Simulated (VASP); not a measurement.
# Cd3AgS4 (Pm-3m) in VASP: notebook

One crystal, Cd3AgS4, is run at these levels: PBE; tasks: single point.

All numbers are computed with VASP 6.6.1; they aren't measurements. Logs are shortened: lines on timing, memory, paths and dates and some standing lists are left out, and cuts for length are marked.

## Step 1: Starting point

The structure is cubic, space group Pm-3m (No. 221). Conventional cell: a = 5.446 Å, b = 5.446 Å, c = 5.446 Å, α = 90.00°, β = 90.00°, γ = 90.00°. Cd (site symmetry 4/mmm) has 6 S at 2.72 Å as nearest neighbours. Ag (site symmetry m-3m) is surrounded by 6 S at 2.72 Å. S (site symmetry m-3m) has 6 Cd at 2.72 Å as nearest neighbours. S (site symmetry 4/mmm) is surrounded by 4 Cd at 2.72 Å and 2 Ag at 2.72 Å.

The cell was built by a generator and needn't be a form met in nature.

## Step 2: Single point, PBE

Contents of INCAR:

```
SYSTEM = Cd3AgS4
ALGO = Fast
EDIFF = 1E-6
ENCUT = 520
GGA = PE
ISIF = 2
ISMEAR = 0
LASPH = .TRUE.
LCHARG = .TRUE.
LELF = .TRUE.
LREAL = .FALSE.
LVHAR = .TRUE.
LWAVE = .FALSE.
NBANDS = 46
NELM = 100
PREC = Accurate
SIGMA = 0.1
```

Contents of KPOINTS:

```
k-points
0
G
  8 8 8
  0 0 0
```

Contents of POSCAR:

```
Cd3AgS4
1.0
    5.4462848480      0.0000000000      0.0000000000
    0.0000000000      5.4462848480      0.0000000000
    0.0000000000      0.0000000000      5.4462848480
Cd Ag S
3 1 4
Direct
    0.5000000000      0.5000000000      0.0000000000
    0.5000000000      0.0000000000      0.5000000000
    0.0000000000      0.5000000000      0.5000000000
    0.0000000000      0.0000000000      0.0000000000
    0.5000000000      0.5000000000      0.5000000000
    0.0000000000      0.0000000000      0.5000000000
    0.0000000000      0.5000000000      0.0000000000
    0.5000000000      0.0000000000      0.0000000000
```

Potentials or basis: VASP PAW PBE potentials, release 64 (Cd, Ag, S).

Launch:

```sh
cat potpaw_PBE.64/Cd/POTCAR potpaw_PBE.64/Ag/POTCAR potpaw_PBE.64/S/POTCAR > POTCAR
mpirun -np 1 vasp_std > vasp.out
```

OUTCAR:

```text
SYSTEM = Cd3AgS4
   EDIFF = 1E-6
   ENCUT = 520
   GGA = PE
   ISIF = 2
   ISMEAR = 0
   LASPH = .TRUE.
   LREAL = .FALSE.
   NELM = 100
   PREC = Accurate

 ion  position               nearest neighbor table
   1  0.500  0.500  0.000-   5 2.72   7 2.72   8 2.72   5 2.72   8 2.72   7 2.72
   2  0.500  0.000  0.500-   5 2.72   6 2.72   8 2.72   8 2.72   5 2.72   6 2.72
   3  0.000  0.500  0.500-   5 2.72   6 2.72   7 2.72   7 2.72   6 2.72   5 2.72
   4  0.000  0.000  0.000-   6 2.72   7 2.72   8 2.72   6 2.72   7 2.72   8 2.72
   5  0.500  0.500  0.500-   1 2.72   2 2.72   3 2.72   1 2.72   2 2.72   3 2.72
   6  0.000  0.000  0.500-   2 2.72   3 2.72   4 2.72   4 2.72   3 2.72   2 2.72
   7  0.000  0.500  0.000-   1 2.72   3 2.72   4 2.72   3 2.72   4 2.72   1 2.72
   8  0.500  0.000  0.000-   1 2.72   2 2.72   4 2.72   2 2.72   1 2.72   4 2.72

  LATTYP: Found a simple cubic cell.
 ALAT       =     5.4462848480

  Lattice vectors:

 A1 = (   5.4462848480,   0.0000000000,   0.0000000000)
 A2 = (   0.0000000000,   5.4462848480,   0.0000000000)
 A3 = (   0.0000000000,   0.0000000000,   5.4462848480)

Analysis of symmetry for initial positions (statically):
=====================================================================
 Subroutine PRICEL returns:
 Original cell was already a primitive cell.

 Routine SETGRP: Setting up the symmetry group for a
 simple cubic supercell.

 Subroutine GETGRP returns: Found 48 space group operations
 (whereof 48 operations were pure point group operations)
 out of a pool of 48 trial point group operations.

The static configuration has the point symmetry O_h .

Analysis of symmetry for dynamics (positions and initial velocities):
=====================================================================
 Subroutine PRICEL returns:
 Original cell was already a primitive cell.

 Routine SETGRP: Setting up the symmetry group for a
 simple cubic supercell.

 Subroutine GETGRP returns: Found 48 space group operations
 (whereof 48 operations were pure point group operations)
 out of a pool of 48 trial point group operations.

The dynamic configuration has the point symmetry O_h .

 Subroutine INISYM returns: Found 48 space group operations
 (whereof 48 operations are pure point group operations),
 and found     1 'primitive' translations

[... 113 lines left out ...]
   ISYM   =      2    0-nonsym 1-usesym 2-fastsym
   POTIM  = 0.5000    time-step for ionic-motion
   TEBEG  =    0.0;   TEEND  =   0.0 temperature during run
   PSTRESS=    0.0 pullay stress
   NELECT =      71.0000    total number of electrons
   NUPDOWN=      -1.0000    fix difference up-down
   EMIN   =  10.00;   EMAX   =-10.00  energy-range for DOS
   EFERMI =   0.00;   METHOD = LEGACY
   ISMEAR =     0;   SIGMA  =   0.10  broadening in eV -4-tet -1-fermi 0-gaus
   EFERMI_NEDOS =   21; number of points for ismear=-14 and -15
   IALGO  =     68    algorithm
   IMIX   =      4    mixing-type and parameters
     AMIX     =   0.40;   BMIX     =  1.00
     AMIX_MAG =   1.60;   BMIX_MAG =  1.00
  volume/ion in A,a.u.               =      20.19       136.27
  Fermi-wavevector in a.u.,A,eV,Ry     =   1.244688  2.352120 21.078811  1.549249
  Thomas-Fermi vector in A             =   2.378944
   LORBIT       =      0    0 simple, 1 ext, 2 COOP (PROOUT), +10 PAW based schemes
   GGA     = PE    functional components
   LHFCALC =     F    Hartree Fock is set to
   AEXX    =    0.0000 exact exchange contribution
   IVDW    =     0    specifies the selected vdW correction
   LEPSILON=     F    determine dielectric tensor
   LRPA    =     F    only Hartree local field effects (RPA)
 non-spin polarized calculation
 RMM-DIIS sequential band-by-band and
 Gauss-broadening in eV      SIGMA  =   0.10
  energy-cutoff  :      520.00
  volume of cell :      161.55
 maximum number of plane-waves:      4388
 NGX is ok and might be reduce to    42
   NGX = 21   NGY = 21   NGZ = 21

 number of electron      71.0000014 magnetization

 Free energy of the ion-electron system (eV)
  ---------------------------------------------------
  ext. energy  EPLUGINS =         0.00000000
  ---------------------------------------------------
  free energy    TOTEN  =       -24.25624918 eV

  energy without entropy =      -24.24182238  energy(sigma->0) =      -24.24903578

 E-fermi :   3.6033     XC(G=0): -10.4597

 val. band max:        3.5768005165   @ k =   0.5000   0.2500   0.1250
 cond. band min:       3.6478751110   @ k =   0.3750   0.2500   0.2500
 fundamental gap:      0.0710745945
 Fermi energy:         3.6033315887

 k-point     1 :       0.0000    0.0000    0.0000
  band No.  band energies     occupation
      1      -9.3807      2.00000
      2      -8.4869      2.00000
      3      -8.4398      2.00000
      4      -8.4398      2.00000
      5      -4.2510      2.00000
      6      -4.2510      2.00000
[... 1165 lines left out ...]
     45      10.6262      0.00000
     46      10.8161      0.00000

 [... further k-points ...]

------------------------ aborting loop because EDIFF is reached ----------------------------------------

  FORCE on cell =-STRESS in cart. coord.  units (eV):
  Direction    XX          YY          ZZ          XY          YZ          ZX
  --------------------------------------------------------------------------------------
  -------------------------------------------------------------------------------------
  Total        0.3099347      0.3099347      0.3099347      0.0000000     -0.0000000      0.0000000
  in kB        3.0738294      3.0738294      3.0738294      0.0000000     -0.0000000      0.0000000
  external PRESSURE =       3.0738294 kB  Pullay stress =       0.0000000 kB

 VOLUME and BASIS-vectors are now :
 -----------------------------------------------------------------------------
  energy-cutoff  :      520.00
  volume of cell :      161.55
      direct lattice vectors                 reciprocal lattice vectors
     5.446284848  0.000000000  0.000000000     0.183611403  0.000000000  0.000000000
     0.000000000  5.446284848  0.000000000     0.000000000  0.183611403  0.000000000
     0.000000000  0.000000000  5.446284848     0.000000000  0.000000000  0.183611403

 POSITION                                       TOTAL-FORCE (eV/Angst)
 -----------------------------------------------------------------------------------
      2.72314      2.72314      0.00000         0.000000      0.000000      0.000000
      2.72314      0.00000      2.72314         0.000000      0.000000      0.000000
      0.00000      2.72314      2.72314         0.000000      0.000000      0.000000
      0.00000      0.00000      0.00000         0.000000      0.000000      0.000000
      2.72314      2.72314      2.72314         0.000000      0.000000      0.000000
      0.00000      0.00000      2.72314         0.000000      0.000000      0.000000
      0.00000      2.72314      0.00000         0.000000      0.000000      0.000000
      2.72314      0.00000      0.00000         0.000000      0.000000      0.000000
 -----------------------------------------------------------------------------------
    total drift:                                0.000000     -0.000000     -0.000000

  FREE ENERGIE OF THE ION-ELECTRON SYSTEM (eV)
  ---------------------------------------------------
  free  energy   TOTEN  =       -24.2562491832 eV

  energy  without entropy=      -24.2418223756  energy(sigma->0) =      -24.24903578
```

OSZICAR:

```text
N       E                     dE             d eps       ncg     rms          rms(c)
DAV:   1     0.518328472672E+03    0.51833E+03   -0.34480E+04  3236   0.144E+03
DAV:   2     0.726362760858E+01   -0.51106E+03   -0.49323E+03  3480   0.359E+02
DAV:   3    -0.261320444596E+02   -0.33396E+02   -0.33038E+02  3814   0.907E+01
DAV:   4    -0.265829034032E+02   -0.45086E+00   -0.45002E+00  3720   0.103E+01
DAV:   5    -0.265896206885E+02   -0.67173E-02   -0.67162E-02  3716   0.125E+00    0.155E+01
RMM:   6    -0.243773779469E+02    0.22122E+01   -0.70051E+00  3229   0.102E+01    0.133E+01
RMM:   7    -0.242550045367E+02    0.12237E+00   -0.12800E+00  3358   0.419E+00    0.730E+00
RMM:   8    -0.242602281850E+02   -0.52236E-02   -0.30620E-01  3562   0.191E+00    0.196E+00
RMM:   9    -0.242556935831E+02    0.45346E-02   -0.36909E-02  3607   0.913E-01    0.340E-01
RMM:  10    -0.242559438609E+02   -0.25028E-03   -0.85933E-03  3748   0.410E-01    0.211E-01
RMM:  11    -0.242561477625E+02   -0.20390E-03   -0.18770E-03  3801   0.184E-01    0.144E-01
RMM:  12    -0.242562437298E+02   -0.95967E-04   -0.56864E-04  3734   0.112E-01    0.103E-01
RMM:  13    -0.242562446231E+02   -0.89331E-06   -0.14816E-04  3710   0.703E-02    0.216E-02
RMM:  14    -0.242562486511E+02   -0.40280E-05   -0.36809E-05  3713   0.251E-02    0.151E-02
RMM:  15    -0.242562491832E+02   -0.53215E-06   -0.59712E-06  2878   0.118E-02
   1 F= -.24256249E+02 E0= -.24249036E+02  d E =-.144268E-01
```

It took 5.1 min on 1 thread of Intel Xeon Platinum 8259CL at 2.50GHz (Skylake/Cascade Lake), shared host; peak memory 0.39 GiB.

What came out:

| Property | Result |
| --- | --- |
| Free energy | -24.2562 eV |
| Pressure | 0.3 GPa |
| Band gap on the k mesh | none (metal or under the smearing width) |

## Step 3: Single point, PBE

Contents of INCAR:

```
SYSTEM = Cd3AgS4
PREC     = Accurate       ! precision mode
ENCUT    = 520            ! plane-wave cutoff, eV
EDIFF    = 1E-6           ! SCF threshold, eV
ISMEAR   = 0              ! smearing method
SIGMA    = 0.1            ! smearing width, eV
LREAL    = .False.        ! projectors in reciprocal space
LASPH    = .True.         ! aspherical terms in the spheres
NELM     = 100            ! most SCF steps
ALGO     = Fast           ! electronic algorithm
ISIF     = 2              ! what is computed and relaxed
LWAVE    = .False.        ! write WAVECAR
LCHARG   = .False.        ! write CHGCAR
GGA      = PE             ! functional
NBANDS   = 46             ! bands
```

Contents of KPOINTS:

```
Automatic mesh
0
Gamma
  8 8 8
  0 0 0
```

POSCAR is that of step 2.

Potentials or basis: VASP PAW PBE potentials, release 64 (Cd, Ag, S).

Launch:

```sh
cat potpaw_PBE.64/Cd/POTCAR potpaw_PBE.64/Ag/POTCAR potpaw_PBE.64/S/POTCAR > POTCAR
mpirun -np 1 vasp_std > vasp.out
```

It took 5.2 min on 1 thread of Intel Xeon Platinum 8559C (Emerald Rapids), shared host; peak memory 0.39 GiB.

Results (log left out):

| Quantity | Value |
| --- | --- |
| Free energy | -24.2562 eV |
| Pressure | 0.3 GPa |
| Band gap on the k mesh | none (metal or under the smearing width) |

Levels at points of the mesh, in eV from the Fermi level:
```csv
k point,band 32,band 33,band 34,band 35,band 36,band 37,band 38,band 39,band 40,band 41
"(0.00, 0.00, 0.00)",-2.16,-2.16,-0.88,-0.88,-0.88,0.15,0.15,0.66,1.91,6.22
"(0.50, 0.00, 0.00)",-1.46,-1.46,-1.46,-1.45,-1.45,3.03,3.14,3.31,4.51,6.55
"(0.50, 0.50, 0.00)",-2.07,-0.31,-0.28,-0.28,0.75,4.37,4.56,4.56,4.70,5.40
"(0.50, 0.50, 0.50)",-0.06,-0.06,-0.06,0.86,0.86,3.43,3.60,3.60,3.60,5.79
```
